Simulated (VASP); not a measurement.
Here is the system:

```yaml
crystal:
  lattice:
    - [-2.59896, 2.59896, 2.59896]
    - [2.59896, -2.59896, 2.59896]
    - [2.59896, 2.59896, -2.59896]
  atoms:
    - { symbol: K, position: [0.00000, 0.00000, 0.00000] }
```

Computed with rev-vdW-DF2, VASP's PBE PAW potentials (set 64) (plane waves; VASP 6.6.1). Run with 520 eV cut-off, Gaussian smearing of 0.050 eV, potentials K_sv.

**Question.** Predict the band gap (along the path) with the smallest direct gap where there is one.

**Answer.** 
band gap (along the path): none (metal, semimetal or under 0.01 eV)

The compound is K in the bcc structure. It was relaxed first.
